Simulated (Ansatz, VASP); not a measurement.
# Code comparison for LaTl3 (Pm-3m, 4 atoms in the cell)

Self-consistent single point.

```yaml
crystal:
  lattice:
    - [4.91883, 0.00000, 0.00000]
    - [0.00000, 4.91883, 0.00000]
    - [0.00000, 0.00000, 4.91883]
  atoms:
    - { symbol: La, position: [0.00000, 0.00000, 0.00000] }
    - { symbol: Tl, position: [0.00000, 0.50000, 0.50000] }
    - { symbol: Tl, position: [0.50000, 0.00000, 0.50000] }
    - { symbol: Tl, position: [0.50000, 0.50000, 0.00000] }
```

Shared settings, as Ansatz (a quantum-chemistry and plane-wave program) writes them: kpoints.mp_grid.grid = 9 9 9; magnetization.spin_orbit = true; scf.occupations.method = fermi_dirac; scf.occupations.width = 0.136 eV. Potentials and cutoffs stand in the table.

| code | model | pressure (GPa) | cutoff |
|---|---|---|---|
| Ansatz | LDA (PW92) with spin-orbit coupling, PAW files made with PBE | -5.52 | 420 eV |
| VASP | LDA (PZ), spin-orbit coupling, VASP's LDA PAW potentials (set 64) | -5.71 | 300 eV |

The spread over the programs that give each value: pressure within 0.19 GPa.

Ansatz's pressure is given at a fixed set of plane waves, as the other plane-wave codes print theirs; with its correction for the finite basis it is -5.48 GPa. The same LDA comes in different parametrisations, which differ slightly.

VASP's run is marked for a possible Pulay error in its stress at this cutoff; no cutoff test was made.

The starting cell comes from a database of computed structures (which also holds hypothetical and non-ambient phases and stackings), without a prior relaxation at this level. Its lattice was rescaled by a random factor within 2.5 % of one.

Left out of this page: FLEUR (stopped by limits of time or memory).

Keys are those of Ansatz 0.2.
